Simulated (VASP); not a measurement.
An input for Quantum ESPRESSO's pw.x (written as the equivalent of a VASP run, and not itself run):

```
&CONTROL
  calculation = 'scf'
  pseudo_dir = './pseudo'
  outdir = './out'
  tprnfor = .true.
  tstress = .true.
/
&SYSTEM
  ibrav = 0
  nat = 3
  ntyp = 2
  ecutwfc = 88
  occupations = 'smearing'
  smearing = 'gaussian'
  degauss = 0.003675
  input_dft = 'vdw-df-obk8'
/
&ELECTRONS
  conv_thr = 7.3e-09
  electron_maxstep = 100
/
ATOMIC_SPECIES
  Be 9.012 Be.upf
  C 12.011 C.upf
CELL_PARAMETERS angstrom
     0.0000000    2.1878931    2.1878931
     2.1878931    0.0000000    2.1878931
     2.1878931    2.1878931    0.0000000
ATOMIC_POSITIONS crystal
  Be   0.2500000  0.2500000  0.2500000
  Be   0.7500000  0.7500000  0.7500000
  C    0.0000000  0.0000000  0.0000000
K_POINTS automatic
  9 9 9 0 0 0
```

Problem. Translate this input to VASP (INCAR, KPOINTS, POSCAR, choice of POTCAR).

Solution. One answer among several that fit: 
**KPOINTS**
```
Automatic mesh
0
Gamma
9 9 9
0 0 0
```

File POSCAR:
```
Be2C
1
    0.0000000000     2.1878930710     2.1878930710
    2.1878930710     0.0000000000     2.1878930710
    2.1878930710     2.1878930710     0.0000000000
Be C
2 1
Direct
  0.2500000000   0.2500000000   0.2500000000
  0.7500000000   0.7500000000   0.7500000000
  0.0000000000   0.0000000000   0.0000000000
```

**INCAR**
```
# general
SYSTEM   = Be2C
PREC     = Accurate
ENCUT    = 520
LREAL    = .False.   # projection in real space or not
LASPH    = .True.

# electronic loop
EDIFF    = 1E-7
NELM     = 100   # most electronic steps
ALGO     = Normal   # blocked Davidson

# smearing
ISMEAR   = 0   # Gaussian
SIGMA    = 0.05   # width (eV)

# functional
GGA      = BO
LUSE_VDW = .True.
AGGAC    = 0.0
PARAM1   = 0.1833333333
PARAM2   = 0.22

# ions
ISIF     = 2   # forces and stress, cell fixed

# output
LWAVE    = .False.
LCHARG   = .False.
```

POTCAR, in this order: Be C (PBE.64 set). Program: vasp_std.

Limits of the translation: the potentials are each code's own (VASP's PAW set, PseudoDojo norm-conserving files in pw.x), so ENCUT and ecutwfc are chosen apart and not converted; conv_thr bounds pw.x's estimated SCF error, while EDIFF bounds the energy change between steps.

The compound is Be2C in the antifluorite structure. This cell is one point of a volume scan, at 1.03 of the reference volume.
